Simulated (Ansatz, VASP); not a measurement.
## Cross-check of PtSe2 (1T-PtSe2 monolayer) between VASP and Ansatz

One calculation is typed for both programs; each brings its own data sets and cutoff. How far apart do they land?

Main program and level: Ansatz 0.2.0; plane waves, with VASP 6.6.1 beside it; band structure at PBE with D3(BJ), spin-orbit coupling.

## (1) Starting point

The cell holds 3 atoms: 1 Pt and 2 Se. Its edges and angles: a = 3.703 Å, b = 3.703 Å, c = 22.000 Å, α = 90.0°, β = 90.0°, γ = 120.0°. Vacuum lies along c.

## (2) Ansatz: band structure, PBE with D3(BJ), spin-orbit coupling

Ansatz runs on its fully relativistic PAW (standard-fr) files.

Levels along a path test the potential and the projectors away from the mesh points.

input.yaml reads:

```yaml
crystal:
  lattice:
    - [3.7028369179, 0.0, 0.0]
    - [-1.851418459, 3.206750837, 0.0]
    - [0.0, 0.0, 22.0]
  atoms:
    - { symbol: Pt, position: [0.0, 0.0, 0.5] }
    - { symbol: Se, position: [0.3333333333, 0.6666666667, 0.439697905] }
    - { symbol: Se, position: [0.6666666667, 0.3333333333, 0.560302095] }
hamiltonian:
  xc: pbe
  pseudopotentials: { kind: paw_fr }
  dispersion: d3bj
magnetization:
  noncollinear: true
  spin_orbit: true
kpoints:
  mp_grid: { grid: [9, 9, 1] }
  band_path:
    path:
      - [0.0, 0.0, 0.0]
      - [0.03846, 0.0, 0.0]
      - [0.07692, 0.0, 0.0]
      - [0.15385, 0.0, 0.0]
      - [0.19231, 0.0, 0.0]
      - [0.23077, 0.0, 0.0]
      - [0.26923, 0.0, 0.0]
      - [0.30769, 0.0, 0.0]
      - [0.34615, 0.0, 0.0]
      - [0.42308, 0.0, 0.0]
      - [0.46154, 0.0, 0.0]
      - [0.5, 0.0, 0.0]
      - [0.48718, 0.02564, 0.0]
      - [0.47436, 0.05128, 0.0]
      - [0.44872, 0.10256, 0.0]
      - [0.4359, 0.12821, 0.0]
      - [0.41026, 0.17949, 0.0]
      - [0.39744, 0.20513, 0.0]
      - [0.37179, 0.25641, 0.0]
      - [0.35897, 0.28205, 0.0]
      - [0.34615, 0.30769, 0.0]
      - [0.33333, 0.33333, 0.0]
      - [0.30769, 0.30769, 0.0]
      - [0.25641, 0.25641, 0.0]
      - [0.23077, 0.23077, 0.0]
      - [0.20513, 0.20513, 0.0]
      - [0.15385, 0.15385, 0.0]
      - [0.12821, 0.12821, 0.0]
      - [0.07692, 0.07692, 0.0]
      - [0.05128, 0.05128, 0.0]
      - [0.0, 0.0, 0.0]
    npoints: 1
scf:
  occupations: { method: gaussian, width: 0.03 }
  n_extra_bands: 14
efield:
  axis: 3
  dipole_correction: true
  ramp_width: 0.04
output:
  forces: true
  eigenvalues: true
```

Started as:

```bash
> ansatz run input.yaml --threads 4 --pin off --max-ram 9216MiB --backend cpu --events-out ev --progress --plain --runs-dir out
```

Numbers of over 12 decimals in the logs are rounded to 6 here.

Log:

```text
scf.n_extra_bands = 14 over 50 filled bands (N_el = 50.0): the run solves 64 bands
Engine: ansatz 0.2.0, aarch64-unknown-linux-gnu
Pseudopotentials: kind: paw_fr
Pseudopotential: Pt, paw_fr, valence charge 18, recommended cutoff 420 eV (normal), Pt.paw.azcp#standard-fr
Pseudopotential: Se, paw_fr, valence charge 16, recommended cutoff 420 eV (normal), Se.paw.azcp#standard-fr
Functional definition: PBE
  parameter kappa = 0.804
  parameter beta = 0.066725
  exchange = pbe_x(kappa = kappa, mu = beta*pi^2/3)
  correlation = pbe_c(beta = beta)
non-collinear run that drives no moment, with spin-orbit: no starting moment large enough to seed its density (crystal.atoms[].spin), no starting occupations that ask for one, no magnetisation constraint and no magnetic field, so the semilocal B_xc is pinned to zero
Crystal: 3 atoms, lattice volume = 261.230 Å³
Basis set: ecut = 420 eV, 5137 PW (Γ), exchange–correlation on 50×50×300 points (8 copies of the dense FFT grid, shifted against one another)
Bands: 64, of which v1, the nominal top of the filled ones, is band 50 counted from 1 (49 counted from 0)
Symmetry: 6 space group operations + 6 with time reversal
k-points: 12 of 81 (time reversal used)
Projection manifold: j_resolved (fully-relativistic pseudo-atomic orbitals)
Non-local potential: Pt, projectors of the file, l = 0: 3, l = 1: 4, l = 2: 4, l = 3: 2
Non-local potential: Se, projectors of the file, l = 0: 2, l = 1: 4, l = 2: 6, l = 3: 2
PAW form: soft (Blöchl's): semilocal exchange-correlation on the pseudo side does not see the compensation charge
PAW one-centre angular grid: Pt, 590 points (default); XC on 64 Gauss nodes
PAW one-centre angular grid: Se, 590 points (default); XC on 96 Gauss nodes
Initial density: superposition of atomic densities (neutral atoms: chi_scale 0, normalization atom)
Initial wavefunctions: pseudopotential atomic-orbital guess
Functional: x = pbe(κ = 0.804, μ = 0.219515), c = pbe(β = 0.066725)
SCF iter   1: F=—  HF=-23499.011888 eV  |F-HF|=—  |Δ(HF+E_count)|=         —  Δρ=4.08e-2  dr2=4.59e0  dr2_m=0.00e0 (ungated)  ethr=3.10e-3  |M|=0.00e0 ∫|m|=0.00e0 μB  |m|>n=0.0e0 m-floor=0.0e0 τ_xc=0.0e0  β_m=0.30  p=0.000 e·Å  D=2.61e-14 V/Å  ΔV_dip=-0.00 eV  dr2_dipole=1.12e-7  V_vac-E_F(+/−)=4.74/4.74 eV  ⟨swp⟩=12.2  Hψ=4502  notcnv=0  defer=9
efield: sawtooth ramp at fractional position 0.9800 (placed from the atoms, in the widest stretch of the axis that holds none; the zero of the levels goes with the place), width 0.0400; the density the first Hamiltonian is built on has a dipole p = 0.000 e·Å; the dipole correction subtracts the counter field D = 2.61e-14 V/Å, which shifts the + side's vacuum level by -0.00 eV against the − side's; the planar-averaged density in the ramp window peaks in size at 1.2e-5 e/Å³
preconditioner: auto → Resta (q_TF=auto, 2.071 Å⁻¹)  ε∞=2.1  [insulator: Δε(μ)=1.506 eV  Ē_g=10.200 eV  σ=0.030 eV  W_gap=1.00  n_scr=44 (ndim 8)  ℏωp=10.8 eV  f_vac=0.720  D(μ)=0.00/eV (n_scr^D=0)  ε∞_Penn≈2.1  vacuum switching on, ρ_ref=7.5e-3 e/Å³]
spin=Noncollinear: Resta preconditioning applied to the charge; magnetization (m_x, m_y, m_z) channels mix plain (no charge-response kernel on spin).
SCF iter   2: F=—  HF=-23498.239877 eV  |F-HF|=—  |Δ(HF+E_count)|=   7.72e-1  Δρ=1.55e-2  dr2=3.34e-1  dr2_m=0.00e0 (ungated)  ethr=3.10e-3  |M|=0.00e0 ∫|m|=0.00e0 μB  |m|>n=0.0e0 m-floor=0.0e0 τ_xc=0.0e0  β_m=0.30  p=-0.000 e·Å  D=-6.27e-5 V/Å  ΔV_dip=0.00 eV  dr2_dipole=7.40e-8  V_vac-E_F(+/−)=5.33/5.33 eV  ⟨swp⟩=2.9  Hψ=1214  notcnv=0  defer=120
SCF iter   3: F=—  HF=-23498.203619 eV  |F-HF|=—  |Δ(HF+E_count)|=   3.63e-2  Δρ=1.16e-2  dr2=1.34e-1  dr2_m=0.00e0 (ungated)  ethr=6.69e-4  |M|=0.00e0 ∫|m|=0.00e0 μB  |m|>n=0.0e0 m-floor=0.0e0 τ_xc=0.0e0  β_m=0.58  p=-0.000 e·Å  D=-1.58e-5 V/Å  ΔV_dip=0.00 eV  dr2_dipole=3.82e-9  V_vac-E_F(+/−)=5.14/5.14 eV  ⟨swp⟩=2.0  Hψ=840  notcnv=0  defer=120
SCF iter   4: F=—  HF=-23498.186903 eV  |F-HF|=—  |Δ(HF+E_count)|=   1.67e-2  Δρ=2.22e-3  dr2=6.07e-3  dr2_m=0.00e0 (ungated)  ethr=2.69e-4  |M|=0.00e0 ∫|m|=0.00e0 μB  |m|>n=0.0e0 m-floor=0.0e0 τ_xc=0.0e0  β_m=0.60  p=-0.000 e·Å  D=-1.39e-4 V/Å  ΔV_dip=0.00 eV  dr2_dipole=2.51e-6  V_vac-E_F(+/−)=4.92/4.92 eV  ⟨swp⟩=2.1  Hψ=883  notcnv=0  defer=120
SCF iter   5: F=—  HF=-23498.186472 eV  |F-HF|=—  |Δ(HF+E_count)|=   4.30e-4  Δρ=2.94e-4  dr2=2.80e-4  dr2_m=0.00e0 (ungated)  ethr=1.21e-5  |M|=0.00e0 ∫|m|=0.00e0 μB  |m|>n=0.0e0 m-floor=0.0e0 τ_xc=0.0e0  β_m=0.74  p=0.001 e·Å  D=4.59e-4 V/Å  ΔV_dip=-0.01 eV  dr2_dipole=2.88e-5  V_vac-E_F(+/−)=4.86/4.87 eV  ⟨swp⟩=2.0  Hψ=947  notcnv=0  defer=120
SCF iter   6: F=—  HF=-23498.186775 eV  |F-HF|=—  |Δ(HF+E_count)|=   3.03e-4  Δρ=3.26e-4  dr2=2.39e-3  dr2_m=0.00e0 (ungated)  ethr=5.60e-7  |M|=0.00e0 ∫|m|=0.00e0 μB  |m|>n=0.0e0 m-floor=0.0e0 τ_xc=0.0e0  β_m=0.74  p=-0.003 e·Å  D=-1.95e-3 V/Å  ΔV_dip=0.04 eV  dr2_dipole=5.01e-4  V_vac-E_F(+/−)=4.88/4.84 eV  ⟨swp⟩=2.5  Hψ=978  notcnv=0  defer=120
SCF iter   7: F=—  HF=-23498.186565 eV  |F-HF|=—  |Δ(HF+E_count)|=   2.11e-4  Δρ=4.07e-5  dr2=5.30e-6  dr2_m=0.00e0 (ungated)  ethr=5.60e-7  |M|=0.00e0 ∫|m|=0.00e0 μB  |m|>n=0.0e0 m-floor=0.0e0 τ_xc=0.0e0  β_m=0.69  p=0.000 e·Å  D=3.90e-5 V/Å  ΔV_dip=-0.00 eV  dr2_dipole=3.33e-7  V_vac-E_F(+/−)=4.86/4.86 eV  ⟨swp⟩=2.0  Hψ=856  notcnv=0  defer=120
SCF iter   8: F=—  HF=-23498.186604 eV  |F-HF|=—  |Δ(HF+E_count)|=   3.94e-5  Δρ=1.35e-5  dr2=4.61e-7  dr2_m=0.00e0 (ungated)  ethr=1.06e-8  |M|=0.00e0 ∫|m|=0.00e0 μB  |m|>n=0.0e0 m-floor=0.0e0 τ_xc=0.0e0  β_m=0.78  p=-0.000 e·Å  D=-9.98e-6 V/Å  ΔV_dip=0.00 eV  dr2_dipole=1.23e-8  V_vac-E_F(+/−)=4.86/4.86 eV  ⟨swp⟩=2.5  Hψ=1264  notcnv=0  defer=120
SCF iter   9: F=-23498.186605 eV  HF=-23498.186605 eV  |F-HF|=2.04e-8  |Δ(HF+E_count)|=   7.71e-7  Δρ=2.92e-6  dr2=2.87e-8  dr2_m=0.00e0 (ungated)  ethr=2.00e-10  |M|=0.00e0 ∫|m|=0.00e0 μB  |m|>n=0.0e0 m-floor=0.0e0 τ_xc=0.0e0  p=0.000 e·Å  D=2.26e-6 V/Å  ΔV_dip=-0.00 eV  dr2_dipole=5.65e-10  V_vac-E_F(+/−)=4.86/4.86 eV  ⟨swp⟩=16.9  Hψ=4208  notcnv=0
SCF 1 converged in 9 iterations: F = -23498.186605 eV  dr2 = 2.87e-8
  greatest PAW one-centre occupation: 1.000 electrons in one spin orbital (limit 2), on the Pt atom at site 0 (counted from 0), in its partial waves of l = 0
NSCF: frozen V_eff on 31 k-points
efield: sawtooth ramp at fractional position 0.9800 (kept from the solve that this one continues, or follows in the run), width 0.0400; the density the first Hamiltonian is built on has a dipole p = 0.000 e·Å; the dipole correction subtracts the counter field D = 2.26e-6 V/Å, which shifts the + side's vacuum level by -0.00 eV against the − side's; the planar-averaged density in the ramp window peaks in size at 1.2e-5 e/Å³
SCF converged after 9 iterations
Magnetization: |M| = 0.0000 μB,  M = (+0.0000, +0.0000, +0.0000) μB
Absolute magnetization: 0.0000 μB (∫|m|)
  site 0: m = (+0.0000, +0.0000, +0.0000) μB, |m| = 0.0000 μB  (R = 1.04 Å)
  site 1: m = (+0.0000, +0.0000, +0.0000) μB, |m| = 0.0000 μB  (R = 1.04 Å)
  site 2: m = (+0.0000, +0.0000, +0.0000) μB, |m| = 0.0000 μB  (R = 1.04 Å)
Free energy (F): -23498.186605 eV
Harris-Foulkes:  -23498.186605 eV  (|F-HF|=2.04e-8)
Internal energy: -23498.186605 eV  (E = F + TS)
E sigma→0 (E₀):  -23498.186605 eV
Fermi energy:    -0.687509 eV
Dipole field:    D = -0.000026 V/Å  (p = -0.000037 e·Å, saw-weighted, corrected)
Work function:   Φ+ = 4.8563 eV   Φ− = 4.8557 eV
Levels:          The Fermi level and band energies are counted from a zero that moves with the ramp; work functions are not
--- Per-component energies (eV) ---
  E_band       = -1645.335104
  E_kinetic    = 873.244762
  E_local      = -53217.743000  (includes V_loc(G=0)·N_el)
  E_nonlocal   = -1002.346246
  E_hartree    = 26024.344004
  E_xc         = -470.010568
  E_vxc        = -498.973880  (∫ρ·V_xc dr)
  E_paw        = -13304.763434  (= ΣΔE_a)
  E_vpaw       = 151.786657  (= ΣTr[D̂ρ^β])
  E_aug_tail   = -0.001020  (compensation charges beyond the density's cutoff)
  E_efield     = 0.000000  (sawtooth field / dipole correction)
  E_vefield    = 0.000000  (∫n·V_field dr)
  E_ewald      = 17599.987175
  E_disp       = -0.898278  (pairwise vdW)
  E_smearing   = -0.000000  (= −TS)
  E_closure    = 0.000000  (closes the sum)
  Σ components = -23498.186605   (vs F -23498.186605, Δ=0.00e0)
--- Forces (eV/Å), atoms counted from 1 ---
  atom   1  Pt     0.00000000    -0.00000000    -0.00000188
  atom   2  Se    -0.00000000     0.00000000    -0.02070983
  atom   3  Se     0.00000000     0.00000000     0.02071077
  max |Σ_I F_I| component: 9.44e-7 eV/Å
--- Band table (eV; the first three rows and the last of 12) ---
  k-point 0: bands = [... 46 lower, -1.6438, -1.6438, -1.2754, -1.2754, 1.4639, 1.4639, 1.5052, 1.5052, ... 10 higher]
  k-point 1: bands = [... 46 lower, -1.6459, -1.6459, -1.3391, -1.3391, 0.6950, 0.6950, 1.2996, 1.2996, ... 10 higher]
  k-point 2: bands = [... 46 lower, -1.7561, -1.7560, -1.5172, -1.5172, -0.0982, -0.0982, 1.0817, 1.0817, ... 10 higher]
  k-point 11: bands = [... 46 lower, -2.5294, -2.5293, -2.3430, -2.3430, 0.3003, 0.3003, 0.3143, 0.3143, ... 10 higher]
```

Wall time 37 s (4 threads of Arm Neoverse V2, shared host); peak memory 1.5 GiB.

In the SCF lines HF is the Harris–Foulkes energy and dr2 the Hartree energy of the density residual, in eV; the loop may stop once dr2 is under the threshold and the program's other checks hold. Hψ counts applications of the Hamiltonian.

## (3) VASP: band structure, PBE with D3(BJ), spin-orbit coupling

The same cell, functional, mesh and smearing now go to VASP, with its own data sets and cutoff.

Lines of VASP's logs that name or quote its potential files are left out, and so is its time.

INCAR reads:

```
SYSTEM = PtSe2
PREC = Normal
ENCUT = 350
EDIFF = 1E-06
NELM = 120
ISMEAR = 0
SIGMA = 0.03
LREAL = .FALSE.
ALGO = Fast
GGA = PE
IVDW = 12
LNONCOLLINEAR = .TRUE.
MAGMOM = 0 0 0 0 0 0 0 0 0
NBANDS = 34
GGA_COMPAT = .FALSE.
LASPH = .TRUE.
LSORBIT = .TRUE.
LMAXMIX = 4
LWAVE = .FALSE.
LCHARG = .FALSE.
KPAR = 4
IDIPOL = 3
LDIPOL = .TRUE.
DIPOL = 0.5 0.5 0.5
```

POSCAR reads:

```
PtSe2
1.0
    3.7028369179      0.0000000000      0.0000000000
   -1.8514184590      3.2067508370      0.0000000000
    0.0000000000      0.0000000000     22.0000000000
Pt Se
1 2
Direct
    0.0000000000      0.0000000000      0.5000000000
    0.3333333333      0.6666666667      0.4396979050
    0.6666666667      0.3333333333      0.5603020950
```

KPOINTS reads:

```
Automatic mesh
0
Gamma
9 9 1
0 0 0
```

KPOINTS_OPT reads:

```
Line mode
14
Line-mode
Reciprocal
  0.00000000   0.00000000   0.00000000 GAMMA
  0.50000000   0.00000000   0.00000000 M

  0.50000000   0.00000000   0.00000000 M
  0.33333333   0.33333333   0.00000000 K

  0.33333333   0.33333333   0.00000000 K
  0.00000000   0.00000000   0.00000000 GAMMA
```

Potentials, in the order of the species: Pt and Se (PBE family, release 64).

Started as:

```bash
> mpirun -np 4 vasp_ncl
```

Log:

```text
[banner, memory and clock lines left out]
running    4 mpi-ranks, on    1 nodes
 distrk:  each k-point on    1 cores,    4 groups
 distr:  one band on    1 cores,    1 groups

 POSCAR found type information on POSCAR PtSe
 POSCAR found :  2 types and       3 ions
 LDA part: xc-table for (Slater+PW92), standard interpolation
 POSCAR, INCAR and KPOINTS ok, starting setup
 FFT: planning ... GRIDC
 FFT: planning ... GRID_SOFT
 FFT: planning ... GRID
 WAVECAR not read
 entering main loop
       N       E                     dE             d eps       ncg     rms          rms(c)
DAV:   1     0.149430969572E+03    0.14943E+03   -0.59487E+03   832   0.697E+02
DAV:   2     0.277817617366E+01   -0.14665E+03   -0.13728E+03  1172   0.161E+02
DAV:   3    -0.151761441304E+02   -0.17954E+02   -0.17703E+02  1030   0.648E+01
DAV:   4    -0.155672329455E+02   -0.39109E+00   -0.38977E+00  1004   0.107E+01
DAV:   5    -0.155749178641E+02   -0.76849E-02   -0.76810E-02  1024   0.145E+00    0.140E+01
RMM:   6    -0.148867027511E+02    0.68822E+00   -0.44731E+00   893   0.119E+01    0.789E+00
RMM:   7    -0.147185793563E+02    0.16812E+00   -0.60607E-01   833   0.493E+00    0.419E+00
RMM:   8    -0.146909444544E+02    0.27635E-01   -0.35965E-02   965   0.129E+00    0.138E+00
RMM:   9    -0.146835829417E+02    0.73615E-02   -0.22980E-02   998   0.964E-01    0.220E-01
RMM:  10    -0.146839399202E+02   -0.35698E-03   -0.37141E-03  1038   0.320E-01    0.132E-01
RMM:  11    -0.146839445121E+02   -0.45919E-05   -0.43659E-04  1014   0.140E-01    0.437E-02
RMM:  12    -0.146839491837E+02   -0.46716E-05   -0.13805E-04  1051   0.703E-02    0.204E-02
RMM:  13    -0.146839550274E+02   -0.58437E-05   -0.47871E-05  1074   0.387E-02    0.843E-03
RMM:  14    -0.146839824345E+02   -0.27407E-04   -0.23154E-05   996   0.237E-02    0.520E-03
RMM:  15    -0.146840028825E+02   -0.20448E-04   -0.53889E-06   992   0.122E-02    0.277E-03
RMM:  16    -0.146840382028E+02   -0.35320E-04   -0.34405E-06   881   0.787E-03    0.191E-03
RMM:  17    -0.146840718671E+02   -0.33664E-04   -0.41505E-06   891   0.647E-03    0.127E-03
RMM:  18    -0.146840894151E+02   -0.17548E-04   -0.11259E-06   817   0.398E-03    0.113E-03
RMM:  19    -0.146840984046E+02   -0.89895E-05   -0.42702E-07   762   0.259E-03    0.428E-04
RMM:  20    -0.146841014293E+02   -0.30246E-05   -0.11265E-07   570   0.142E-03    0.461E-04
RMM:  21    -0.146841039297E+02   -0.25004E-05   -0.85569E-08   526   0.116E-03    0.127E-04
RMM:  22    -0.146841046915E+02   -0.76185E-06   -0.44729E-08   465   0.985E-04
   1 F= -.15582307E+02 E0= -.15582307E+02  d E =-.358286E-17  mag=    -0.0000     0.0000    -0.0000
 Start KPOINTS_OPT (optional k-point list driver)
k-point batch [1-12\42]
       N       E                     dE             ncg
DAV:   1    -0.115358236099E+03   -0.24358E+04      824
DAV:   2    -0.180192770740E+04   -0.16866E+04     1146
DAV:   3    -0.203600836873E+04   -0.23408E+03     1026
DAV:   4    -0.204183902493E+04   -0.58307E+01     1012
DAV:   5    -0.204194804161E+04   -0.10902E+00     1046
DAV:   6    -0.204195186598E+04   -0.38244E-02     1140
DAV:   7    -0.204195194736E+04   -0.81376E-04     1124
DAV:   8    -0.204195195054E+04   -0.31756E-05      988
DAV:   9    -0.204195195072E+04   -0.18589E-06      740
[...]
k-point batch [37-42\42]
       N       E                     dE             ncg
DAV:   1     0.261153122934E+04   -0.40351E+03      424
DAV:   2     0.180748193917E+04   -0.80405E+03      554
DAV:   3     0.169176513748E+04   -0.11572E+03      522
DAV:   4     0.168898695984E+04   -0.27782E+01      520
DAV:   5     0.168892467918E+04   -0.62281E-01      550
DAV:   6     0.168892251861E+04   -0.21606E-02      600
DAV:   7     0.168892248741E+04   -0.31198E-04      572
DAV:   8     0.168892248573E+04   -0.16834E-05      530
DAV:   9     0.168892248565E+04   -0.79689E-07      396
```

(Part 1 of 2 ends here.)

[Lines on the potential files, build, host, timing and source positions are cut from VASP's logs without a mark.]

[Logs are printed without paths, hosts, clocks, repeated set-up lines and the standing remarks that a program may print on its own settings, such as how far it seeks lower states.]

[Hosts, paths, dates, database ids (printed as entryN), source tags and the programs' standing remarks are cut or masked in the printed files.]
